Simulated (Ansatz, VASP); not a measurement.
**ScCu: VASP beside Ansatz**

Aim: how closely do two programs agree when they are given the same cell, functional and k mesh? The cell is taken from a series of runs on this material, whose earlier steps may have relaxed, scaled, displaced or heated it; both programs get it as it stands.

Method: plane waves, with VASP 6.6.1 beside it; relaxation of cell and atoms at PBEsol and zone-centre phonons at PBEsol, in Ansatz 0.2.0.

## Step 1: Starting point

The structure is cubic, space group Pm-3m (No. 221). The conventional cell has a = 3.210 Å, b = 3.210 Å, c = 3.210 Å, α = 90.00°, β = 90.00°, γ = 90.00°. Nearest to Sc lie 8 Cu at 2.78 Å. Nearest to Cu lie 8 Sc at 2.78 Å. Farther neighbours are not listed.

## Step 2: Ansatz: relaxation of cell and atoms, PBEsol

Ansatz runs on its PAW soft_1 files.

The relaxed volume is the usual yardstick between codes: in a stiff, nearly cubic crystal its relative difference is about their pressure difference at one cell divided by the bulk modulus.

Input file input.yaml:

```yaml
crystal:
  lattice:
    - [3.2095862178, 0.0, 0.0]
    - [0.0, 3.2095862178, 0.0]
    - [0.0, 0.0, 3.2095862178]
  atoms:
    - { symbol: Sc, position: [0.5, 0.5, 0.5] }
    - { symbol: Cu, position: [0.0, 0.0, 0.0] }
kpoints:
  mp_grid: { grid: [16, 16, 16] }
hamiltonian:
  xc: pbesol
  pseudopotentials: { kind: paw, azcp: { folder: soft_1 }, xc_functional: pbe }
scf:
  occupations: { method: methfessel_paxton, width: 0.2 }
output:
  forces: true
  stress: true
  eigenvalues: true
relax:
  adjacent_minimum: "off"
  f_tol: 0.001
  max_steps: 60
  cell: { stress_tol: 0.01 }
```

On the command line:

```console
$ ansatz run input.yaml --threads 4 --pin off --max-ram 10240MiB --backend cpu --events-out ev --progress --plain --runs-dir out
```

Numbers of over 12 decimals in the logs are rounded to 6 here.

The log of the run:

```text
Engine: ansatz 0.2.0, aarch64-unknown-linux-gnu
Pseudopotentials: kind: paw
Pseudopotential: Sc, paw, valence charge 11, recommended cutoff 420 eV (normal), soft_1/Sc.paw.azcp
Pseudopotential: Cu, paw, valence charge 19, recommended cutoff 420 eV (normal), soft_1/Cu.paw.azcp
Functional definition: PBEsol
  exchange = pbesol_x
  correlation = pbesol_c
Crystal: 2 atoms, lattice volume = 33.063 Å³
Basis set: ecut = 420 eV, 619 PW (Γ), exchange–correlation on 48×48×48 points (8 copies of the dense FFT grid, shifted against one another)
Bands: 19, of which v1, the nominal top of the filled ones, is band 15 counted from 1 (14 counted from 0)
Symmetry: 48 space group operations
Space group: Pm-3m (ITA 221), of the structure as read, at distance tolerance 3.2e-5 Å
k-points: 165 of 4096
Non-local potential: Sc, projectors of the file, l = 0: 3, l = 1: 2, l = 2: 3, l = 3: 1
Non-local potential: Cu, projectors of the file, l = 0: 3, l = 1: 2, l = 2: 3, l = 3: 1
PAW form: soft (Blöchl's): semilocal exchange-correlation on the pseudo side does not see the compensation charge
PAW frozen core: Sc, regenerated for the run's functional, and the local potential with it (the file was generated under x = pbe(κ = 0.804, μ = 0.219515), c = pbe(β = 0.066725))
PAW frozen core: Cu, regenerated for the run's functional, and the local potential with it (the file was generated under x = pbe(κ = 0.804, μ = 0.219515), c = pbe(β = 0.066725))
PAW one-centre angular grid: Sc, 590 points (default); XC on 64 Gauss nodes
PAW one-centre angular grid: Cu, 590 points (default); XC on 64 Gauss nodes
Initial density: superposition of atomic densities (chi_scale 0.1, normalization cell, long waves kept (reshape's long-wave potential 0.00 eV rms))
Initial wavefunctions: pseudopotential atomic-orbital guess
Functional: x = pbesol(κ = 0.804, μ = 0.123457), c = pbesol(β = 0.046)
SCF iter   1: F=—  HF=-8710.504464 eV  |F-HF|=—  |Δ(HF+E_count)|=         —  Δρ=9.66e-1  dr2=2.61e2  ethr=3.10e-3  ⟨swp⟩=3.2  Hψ=10902  notcnv=0
preconditioner: auto → none  [metal: Δε(μ)=0.006 eV  Ē_g=3.307 eV  σ=0.200 eV  W_gap=0.03  n_scr=6 (ndim 8)  ℏωp=24.2 eV  f_vac=0.000  D(μ)=7.77/eV (n_scr^D=170)  sad-step TF]
SCF iter   2: F=—  HF=-8703.457720 eV  |F-HF|=—  |Δ(HF+E_count)|=    7.05e0  S|Δr|=    0.00e0  Δρ=4.08e-1  dr2=5.31e1  ethr=3.10e-3  ⟨swp⟩=2.0  Hψ=7590  notcnv=0
SCF iter   3: F=—  HF=-8701.561192 eV  |F-HF|=—  |Δ(HF+E_count)|=    1.90e0  S|Δr|=    0.00e0  Δρ=2.05e-1  dr2=1.21e1  ethr=3.10e-3  ⟨swp⟩=2.1  Hψ=6309  notcnv=0
SCF iter   4: F=—  HF=-8700.996616 eV  |F-HF|=—  |Δ(HF+E_count)|=   5.65e-1  S|Δr|=    0.00e0  Δρ=9.06e-2  dr2=2.84e0  ethr=3.10e-3  ⟨swp⟩=2.0  Hψ=4857  notcnv=0
SCF iter   5: F=—  HF=-8700.711669 eV  |F-HF|=—  |Δ(HF+E_count)|=   2.85e-1  S|Δr|=    0.00e0  Δρ=2.29e-2  dr2=1.41e-1  ethr=3.10e-3  ⟨swp⟩=2.0  Hψ=4981  notcnv=0
SCF iter   6: F=—  HF=-8700.701487 eV  |F-HF|=—  |Δ(HF+E_count)|=   1.02e-2  S|Δr|=    0.00e0  Δρ=1.37e-2  dr2=6.33e-2  ethr=4.69e-4  ⟨swp⟩=1.0  Hψ=3304  notcnv=0
SCF iter   7: F=—  HF=-8700.699057 eV  |F-HF|=—  |Δ(HF+E_count)|=   2.43e-3  S|Δr|=    0.00e0  Δρ=1.17e-2  dr2=4.49e-2  ethr=2.11e-4  ⟨swp⟩=1.0  Hψ=3135  notcnv=0
SCF iter   8: F=—  HF=-8700.693143 eV  |F-HF|=—  |Δ(HF+E_count)|=   5.91e-3  S|Δr|=    0.00e0  Δρ=3.43e-3  dr2=3.72e-3  ethr=1.50e-4  ⟨swp⟩=1.6  Hψ=3294  notcnv=0
SCF iter   9: F=—  HF=-8700.692725 eV  |F-HF|=—  |Δ(HF+E_count)|=   4.18e-4  S|Δr|=    0.00e0  Δρ=1.56e-3  dr2=7.78e-4  ethr=1.24e-5  ⟨swp⟩=1.1  Hψ=3157  notcnv=0
SCF iter  10: F=—  HF=-8700.692625 eV  |F-HF|=—  |Δ(HF+E_count)|=   1.01e-4  S|Δr|=    0.00e0  Δρ=5.26e-4  dr2=8.90e-5  ethr=2.59e-6  ⟨swp⟩=1.5  Hψ=3285  notcnv=0
SCF iter  11: F=—  HF=-8700.692621 eV  |F-HF|=—  |Δ(HF+E_count)|=   3.27e-6  S|Δr|=    0.00e0  Δρ=1.86e-5  dr2=1.08e-7  ethr=2.97e-7  ⟨swp⟩=1.9  Hψ=3646  notcnv=0
SCF iter  12: F=-8700.692621 eV  HF=-8700.692621 eV  |F-HF|=1.73e-10  |Δ(HF+E_count)|=   9.67e-9  S|Δr|=    0.00e0  Δρ=1.21e-6  dr2=2.15e-10  ethr=3.33e-10  ⟨swp⟩=4.8  Hψ=11969  notcnv=0
SCF 1 converged in 12 iterations: F = -8700.692621 eV  dr2 = 2.15e-10
  greatest PAW one-centre occupation: 1.000 electrons in one spin orbital (limit 2), on the Cu atom at site 1 (counted from 0), in its partial waves of l = 0
relax step   1: F+E_penalty+E_count = -8700.69262146 eV  Δ(F+E_penalty+E_count) = +0.000e0 eV  max|allowed force component| = 2.376e-29 eV/Å  Δτ_max = 0.0000 Å  P = -0.046 GPa  Ω = 33.063 Å³  (12 SCF iters, dr2 threshold 1.00e-7 eV, accepted)
[...]
relax step   2: F+E_penalty+E_count = -8700.69262776 eV  Δ(F+E_penalty+E_count) = -6.290e-6 eV  max|allowed force component| = 3.188e-30 eV/Å  Δτ_max = 0.0000 Å  P = +0.022 GPa  Ω = 33.040 Å³  energy of the carried Pulay correction = +4.545e-6 eV  (5 SCF iters, dr2 threshold 5.38e-9 eV, accepted)
[...]
relax step   3: F+E_penalty+E_count = -8700.69262680 eV  Δ(F+E_penalty+E_count) = +9.567e-7 eV  max|allowed force component| = 2.432e-30 eV/Å  Δτ_max = 0.0000 Å  P = +0.000 GPa  Ω = 33.048 Å³  energy of the carried Pulay correction = +3.080e-6 eV  (4 SCF iters, dr2 threshold 1.22e-9 eV, accepted)
[...]
relax step   4: F+E_penalty+E_count = -8700.69262400 eV  Δ(F+E_penalty+E_count) = +2.795e-6 eV  max|allowed force component| = 1.705e-30 eV/Å  Δτ_max = 0.0000 Å  P = -0.000 GPa  Ω = 33.048 Å³  stress off target by 1.21e-5 GPa  SCF on the basis re-selected at this cell (its energy is not comparable with the rows above)  (5 SCF iters)
basis re-selected at this cell: Δ(F+E_penalty+E_count) = +2.795e-6 eV, ΔP = -0.000 GPa vs the last step (what re-selecting the basis moved, of the pressure what is left beyond the Pulay correction that the steps carried, after the strain that the cell walked since its last selection, with what the two solves' SCF thresholds leave and, on support functions, any second-order correction that the steps lacked; it is no m [...]
SCF converged after 5 iterations
Stability not checked: this state was not tested for a lower state beside it, because cold or Methfessel-Paxton smearing, or corrected tetrahedra, fill the levels in a way that the test cannot read (fill_not_monotonic; see scf.lower_state_search)
Free energy (F): -8700.692624 eV
Harris-Foulkes:  -8700.692624 eV  (|F-HF|=3.64e-12)
Internal energy: -8700.695569 eV  (E = F + TS)
E sigma→0 (E₀):  -8700.693360 eV
Entropy (-TS):   0.002945 eV (1.472 meV/atom)
Fermi energy:    12.912419 eV
--- Per-component energies (eV) ---
  E_band       = -569.777028
  E_kinetic    = 471.019155
  E_local      = -6001.669780  (includes V_loc(G=0)·N_el)
  E_nonlocal   = 1031.040353
  E_hartree    = 2517.587895
  E_xc         = -154.376997
  E_vxc        = -194.899906  (∫ρ·V_xc dr)
  E_paw        = -2744.300356  (= ΣΔE_a)
  E_vpaw       = -910.443576  (= ΣTr[D̂ρ^β])
  E_aug_tail   = 0.000960  (compensation charges beyond the density's cutoff)
  E_ewald      = -3820.332027
  E_core_change = 0.335228  (= ΣΔE_core)
  E_smearing   = 0.002945  (= −TS)
  E_closure    = 0.000000  (closes the sum)
  Σ components = -8700.692624   (vs F -8700.692624, Δ=0.00e0)
--- Forces (eV/Å), atoms counted from 1 ---
  atom   1  Sc     0.00000000     0.00000000    -0.00000000
  atom   2  Cu    -0.00000000    -0.00000000     0.00000000
  max |Σ_I F_I| component: 2.90e-30 eV/Å
--- Stress (GPa, compression-positive) ---
       -0.000012      -0.000000       0.000000
       -0.000000      -0.000012       0.000000
        0.000000       0.000000      -0.000012
  P = ⅓ Tr σ = -0.0000 GPa (-0.000 kbar)
--- Band table (eV; the first three rows and the last of 165) ---
  k-point 0: bands = [... 11 lower, 9.8670, 9.8670, 9.8670, 13.4689, 13.4689, 16.2702, 16.2702, 16.2702]
  k-point 1: bands = [... 11 lower, 9.8624, 9.8624, 9.8711, 13.4602, 13.4674, 16.1483, 16.1483, 16.2664]
  k-point 2: bands = [... 11 lower, 9.8492, 9.8492, 9.8825, 13.4346, 13.4420, 15.8466, 15.8466, 16.2554]
  k-point 164: bands = [... 11 lower, 10.2454, 10.2454, 11.3671, 11.3671, 11.3671, 16.1727, 17.0366, 17.0366]
--- Relaxed structure (3 steps of the walk, 3 accepted, 1 SCFs on fresh bases) ---
  F+E_penalty+E_count = -8700.69262400 eV   max|allowed force component| = 1.705e-30 eV/Å   (the final SCF, on the basis selected at the relaxed cell)
  cell:  # Å, volume = 33.0478 Å³
    - [3.209083, 0, 0]
    - [0, 3.209083, 0]
    - [0, 0, 3.209083]
  atoms:
    - { symbol: Sc, position: [0.5, 0.5, 0.5] }
    - { symbol: Cu, position: [0, 0, 0] }
```

In the SCF lines HF is the Harris–Foulkes energy and dr2 the Hartree energy of the density residual, in eV; the loop may stop once dr2 is under the threshold and the program's other checks hold. Hψ counts applications of the Hamiltonian.

## Step 3: VASP: relaxation of cell and atoms, PBEsol

The same cell, functional, mesh and smearing now go to VASP, with its own data sets.

Lines of VASP's logs that name or quote its potential files are left out, and so is its time.

Input file INCAR:

```
SYSTEM = ScCu
PREC = Accurate
ENCUT = 600
EDIFF = 1E-07
NELM = 120
ISMEAR = 1
SIGMA = 0.2
LREAL = .FALSE.
ALGO = Normal
GGA = PS
NBANDS = 17
LASPH = .TRUE.
LORBIT = 11
LWAVE = .FALSE.
LCHARG = .FALSE.
ISIF = 3
IBRION = 2
NSW = 80
EDIFFG = -0.005
GGA_COMPAT = .FALSE.
NELMIN = 4
KPAR = 2
```

Input file POSCAR:

```
ScCu
1.0
    3.2095860000      0.0000000000      0.0000000000
    0.0000000000      3.2095860000      0.0000000000
    0.0000000000      0.0000000000      3.2095860000
Sc Cu
1 1
Direct
    0.5000000000      0.5000000000      0.5000000000
    0.0000000000      0.0000000000      0.0000000000
```

Input file KPOINTS:

```
Automatic mesh
0
Gamma
16 16 16
0 0 0
```

PAW data sets: Sc_sv and Cu (PBE family, release 64).

On the command line:

```console
$ mpirun -np 2 vasp_std
```

The log of the run:

```text
[banner, memory and clock lines left out]
running    2 mpi-ranks, on    1 nodes
 distrk:  each k-point on    1 cores,    2 groups
 distr:  one band on    1 cores,    1 groups

 POSCAR found type information on POSCAR ScCu
 POSCAR found :  2 types and       2 ions
|                                                                             |
|               ----> ADVICE to this user running VASP <----                  |
|                                                                             |
|     You enforced a specific xc type in the INCAR file but a different       |
|     [... a line on the potential file left out ...]
|     I HOPE YOU KNOW WHAT YOU ARE DOING!                                     |
|                                                                             |

 LDA part: xc-table for (Slater+PW92), standard interpolation
 POSCAR, INCAR and KPOINTS ok, starting setup
 FFT: planning ... GRIDC
 FFT: planning ... GRID_SOFT
 FFT: planning ... GRID
 WAVECAR not read
 entering main loop
       N       E                     dE             d eps       ncg     rms          rms(c)
DAV:   1     0.225541511051E+03    0.22554E+03   -0.12198E+04  5722   0.198E+03
DAV:   2    -0.415881681019E+01   -0.22970E+03   -0.22477E+03  5658   0.440E+02
DAV:   3    -0.135719140707E+02   -0.94131E+01   -0.92759E+01  8118   0.126E+02
DAV:   4    -0.137083016348E+02   -0.13639E+00   -0.13569E+00  7707   0.138E+01
DAV:   5    -0.137100888024E+02   -0.17872E-02   -0.17844E-02  8334   0.141E+00    0.133E+01
DAV:   6    -0.134215655102E+02    0.28852E+00   -0.28397E+01  5798   0.117E+02    0.829E+00
DAV:   7    -0.114917809797E+02    0.19298E+01   -0.73188E+00  7772   0.533E+01    0.125E+00
DAV:   8    -0.114678882444E+02    0.23893E-01   -0.35501E-01  9214   0.737E+00    0.140E+00
DAV:   9    -0.114516123755E+02    0.16276E-01   -0.24136E-01  7664   0.107E+01    0.722E-01
DAV:  10    -0.114405732342E+02    0.11039E-01   -0.54864E-02  7858   0.512E+00    0.119E-01
DAV:  11    -0.114403904521E+02    0.18278E-03   -0.18383E-03  9045   0.867E-01    0.239E-02
DAV:  12    -0.114404015934E+02   -0.11141E-04   -0.14777E-04  9259   0.230E-01    0.204E-02
DAV:  13    -0.114403951891E+02    0.64043E-05   -0.30589E-05  8952   0.116E-01    0.917E-04
DAV:  14    -0.114403953784E+02   -0.18926E-06   -0.99238E-07  6145   0.925E-03    0.106E-03
DAV:  15    -0.114403953559E+02    0.22488E-07   -0.16168E-08  3133   0.254E-03
   1 F= -.11440395E+02 E0= -.11441424E+02  d E =-.114404E+02
 curvature:   0.00 expect dE= 0.000E+00 dE for cont linesearch  0.000E+00
 trial: gam= 0.00000 g(F)=  0.000E+00 g(S)=  0.568E-03 ort = 0.000E+00 (trialstep = 0.100E+01)
 search vector abs. value=  0.568E-03
 bond charge predicted
       N       E                     dE             d eps       ncg     rms          rms(c)
DAV:   1    -0.114558354353E+02   -0.15440E-01   -0.28172E-01  5650   0.103E+01    0.102E+00
DAV:   2    -0.114555236261E+02    0.31181E-03   -0.19247E-01  6070   0.965E+00    0.895E-01
DAV:   3    -0.114411705832E+02    0.14353E-01   -0.75068E-02  6616   0.617E+00    0.232E-01
DAV:   4    -0.114406505492E+02    0.52003E-03   -0.20668E-03  8741   0.804E-01    0.985E-02
DAV:   5    -0.114405002077E+02    0.15034E-03   -0.33328E-04  9617   0.356E-01    0.151E-02
DAV:   6    -0.114404986574E+02    0.15503E-05   -0.21640E-05  8398   0.674E-02    0.789E-03
DAV:   7    -0.114404982962E+02    0.36117E-06   -0.23041E-06  9078   0.280E-02    0.117E-03
DAV:   8    -0.114404983700E+02   -0.73782E-07   -0.97187E-08  3455   0.412E-03
   2 F= -.11440498E+02 E0= -.11441518E+02  d E =-.103014E-03
 trial-energy change:   -0.000103  1 .order   -0.000146   -0.000568    0.000277
 step:   0.5997(harm=  0.6722)  dis= 0.00000  next Energy=   -11.440557 (dE=-0.161E-03)
 bond charge predicted
       N       E                     dE             d eps       ncg     rms          rms(c)
DAV:   1    -0.114430476994E+02   -0.25494E-02   -0.45048E-02  5658   0.408E+00    0.417E-01
DAV:   2    -0.114431856169E+02   -0.13792E-03   -0.33262E-02  6069   0.404E+00    0.364E-01
DAV:   3    -0.114406364006E+02    0.25492E-02   -0.12077E-02  6521   0.248E+00    0.825E-02
DAV:   4    -0.114405782060E+02    0.58195E-04   -0.30071E-04  8589   0.269E-01    0.388E-02
DAV:   5    -0.114405573318E+02    0.20874E-04   -0.52362E-05  9491   0.146E-01    0.713E-03
DAV:   6    -0.114405569045E+02    0.42728E-06   -0.43468E-06  8334   0.331E-02    0.312E-03
DAV:   7    -0.114405567355E+02    0.16896E-06   -0.25678E-07  3969   0.103E-02    0.832E-04
DAV:   8    -0.114405567036E+02    0.31955E-07   -0.89234E-08  3498   0.316E-03
   3 F= -.11440557E+02 E0= -.11441580E+02  d E =-.161348E-03
 curvature:  -0.32 expect dE=-0.102E-06 dE for cont linesearch -0.102E-06
 trial: gam=-0.02312 g(F)=  0.686E-65 g(S)=  0.319E-06 ort = 0.135E-04 (trialstep = 0.920E+00)
 search vector abs. value=  0.279E-09
 reached required accuracy - stopping structural energy minimisation
```

From OUTCAR (step 3):

```text
ion  position               nearest neighbor table
   1  0.500  0.500  0.500-   2 2.78   2 2.78   2 2.78   2 2.78   2 2.78   2 2.78   2 2.78   2 2.78

  LATTYP: Found a simple cubic cell.
 ALAT       =     3.2095860000

 Subroutine GETGRP returns: Found 48 space group operations
 (whereof 48 operations were pure point group operations)

The static configuration has the point symmetry O_h .

 Found    165 irreducible k-points:

   k-points           NKPTS =    165   k-points in BZ     NKDIM =    165   number of bands    NBANDS=     17

   dimension x,y,z NGX =    28 NGY =   28 NGZ =   28
   dimension x,y,z NGXF=    56 NGYF=   56 NGZF=   56

   ENCUT  =  600.0 eV  44.10 Ry    6.64 a.u.   6.41  6.41  6.41*2*pi/ulx,y,z

   NELECT =      22.0000    total number of electrons

 k-points in reciprocal lattice and weights: Automatic mesh
   0.00000000  0.00000000  0.00000000       0.000
   0.06250000  0.00000000  0.00000000       0.001
   0.12500000  0.00000000  0.00000000       0.001
   0.18750000  0.00000000  0.00000000       0.001
   0.25000000  0.00000000  0.00000000       0.001
   0.31250000  0.00000000  0.00000000       0.001
   0.37500000  0.00000000  0.00000000       0.001
   0.43750000  0.00000000  0.00000000       0.001
   0.50000000  0.00000000  0.00000000       0.001
[...]
0.50000000  0.50000000  0.43750000       0.001
   0.50000000  0.50000000  0.50000000       0.000

 average (electrostatic) potential at core
       1 -45.1664       2 -65.7475

 E-fermi :   5.6897

 k-point     1 :       0.0000    0.0000    0.0000
  band No.  band energies     occupation
    ...
      6       1.7146      2.00000
      7       1.7146      2.00000
      8       2.6173      2.00000
      9       2.6173      2.00000
     10       2.6173      2.00000
     11       6.2232     -0.00106
     12       6.2232     -0.00106
     13       9.0193     -0.00000
     14       9.0193     -0.00000
     15       9.0193     -0.00000
    ...

 k-point     2 :       0.0625    0.0000    0.0000
  band No.  band energies     occupation
    ...
      6       1.7298      2.00000
      7       1.7337      2.00000
      8       2.6127      2.00000
      9       2.6127      2.00000
     10       2.6212      2.00000
     11       6.2149     -0.00129
     12       6.2219     -0.00109
     13       8.9001     -0.00000
     14       8.9001     -0.00000
     15       9.0157     -0.00000
    ...

 k-point     3 :       0.1250    0.0000    0.0000
  band No.  band energies     occupation
    ...
      6       1.7735      2.00000
      7       1.7877      2.00000
      8       2.6000      2.00000
      9       2.6000      2.00000
     10       2.6325      2.00000
     11       6.1908     -0.00226
     12       6.1974     -0.00194
     13       8.6036     -0.00000
     14       8.6036     -0.00000
     15       9.0050     -0.00000
    ...

  Total        0.0020985      0.0020985      0.0020985      0.0000000      0.0000000      0.0000000
  in kB        0.1012973      0.1012973      0.1012973      0.0000000      0.0000000      0.0000000
  external PRESSURE =       0.1012973 kB  Pullay stress =       0.0000000 kB

  energy-cutoff  :      600.00
  volume of cell :       33.19
      direct lattice vectors                 reciprocal lattice vectors
     3.213700181  0.000000000 -0.000000000     0.311167795  0.000000000  0.000000000
    -0.000000000  3.213700181 -0.000000000     0.000000000  0.311167795  0.000000000
    -0.000000000 -0.000000000  3.213700181     0.000000000  0.000000000  0.311167795

 POSITION                                       TOTAL-FORCE (eV/Angst)
 -----------------------------------------------------------------------------------
      1.60685      1.60685      1.60685        -0.000000     -0.000000      0.000000
      0.00000      0.00000      0.00000         0.000000      0.000000      0.000000
 -----------------------------------------------------------------------------------
    total drift:                               -0.000000      0.000000      0.000000

  FREE ENERGIE OF THE ION-ELECTRON SYSTEM (eV)
  ---------------------------------------------------
  free  energy   TOTEN  =       -11.4405567036 eV

  energy  without entropy=      -11.4436255991  energy(sigma->0) =      -11.44157967

 reached required accuracy - stopping structural energy minimisation

 total charge
# of ion       s       p       d       tot
------------------------------------------
    1        2.264   6.160   1.022   9.446
    2        0.550   0.363   9.091  10.005
--------------------------------------------------
tot          2.814   6.523  10.113  19.451

[... 3 further parts left out ...]
```

The run keeps the 48 symmetry operations of its start, so it cannot find a distortion of lower symmetry.

## Step 4: Side by side

Known differences besides the potentials themselves: the data sets hold 30 valence electrons in Ansatz (on its PAW soft_1 files) and 22 in VASP; the cutoff is 420 eV in Ansatz and 600 eV in VASP; Ansatz makes its cores anew for this functional, VASP keeps those of its PBE data sets; Ansatz adds a Pulay correction to the stress that steers its cell, VASP none. Total energies have different zeros and are not compared.

The two programs side by side:

```csv
quantity,Ansatz,VASP,difference
volume (Å³),33.05,33.19,-0.43 %
"edge a after relaxation, in the typed setting (Å)",3.209,3.214,-0.14 %
```

(Part 1 of 2 ends here.)

[Lines on the potential files, build, host, timing and source positions are cut from VASP's logs without a mark.]

[Logs are printed without paths, hosts, clocks, repeated set-up lines and the standing remarks that a program may print on its own settings, such as how far it seeks lower states.]

[Hosts, paths, dates, database ids (printed as entryN), source tags and the programs' standing remarks are cut or masked in the printed files.]
